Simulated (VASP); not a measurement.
An input for Ansatz (written as the equivalent of a VASP run, and not itself run):

Ansatz 0.2 input:
```yaml
crystal:
  lattice:
    - [3.1473172, 0.0000000, 0.0000000]
    - [0.0000000, 3.1473172, 0.0000000]
    - [0.0000000, 0.0000000, 3.1473172]
  atoms:
    - { symbol: Zn, position: [0.5079433, 0.5000000, 0.5000000] }
    - { symbol: Au, position: [0.0000000, 0.0000000, 0.0000000] }
kpoints:
  mp_grid: { grid: [10, 10, 10] }
hamiltonian:
  xc: r2scan
  pseudopotentials: { kind: paw }
scf:
  occupations: { method: methfessel_paxton, width: 0.1 }
  max_iter: 100
output: { forces: true, stress: true, eigenvalues: true }
```

Problem. Translate this input to VASP (INCAR, KPOINTS, POSCAR, choice of POTCAR).

Solution. This is not unique; one that fits is 
File POSCAR:
```
AuZn
1.0
  3.1473172308   0.0000000000   0.0000000000
  0.0000000000   3.1473172308   0.0000000000
  0.0000000000   0.0000000000   3.1473172308
Zn Au
1 1
Direct
  0.5079432730   0.5000000000   0.5000000000
  0.0000000000   0.0000000000   0.0000000000
```

KPOINTS:
```
kpoints
0
G
10 10 10
```

### INCAR
```
SYSTEM  =  AuZn
PREC  =  Accurate; ENCUT  =  480; LREAL  =  .FALSE.
LASPH  =  .TRUE.
EDIFF  =  1E-7; NELM  =  100; ALGO  =  Normal
LMAXMIX  =  6; LMIXTAU  =  .TRUE.
ISMEAR  =  1; SIGMA  =  0.1
METAGGA  =  R2SCAN
ISIF  =  2
LWAVE  =  .FALSE.; LCHARG  =  .FALSE.
```

POTCAR, in this order: Zn Au (PBE.64 set). Program: vasp_std.

The two are equivalent in intent, not identical: each code has its own PAW files, so the cut-off isn't converted (ENCUT is set for VASP's; basis.ecutwfc is left out, and Ansatz then takes the one that its files recommend); Ansatz stops its SCF on the density residual and VASP on the energy change (EDIFF).

The compound is AuZn in the CsCl type structure. This cell was strained or had an atom moved on purpose.
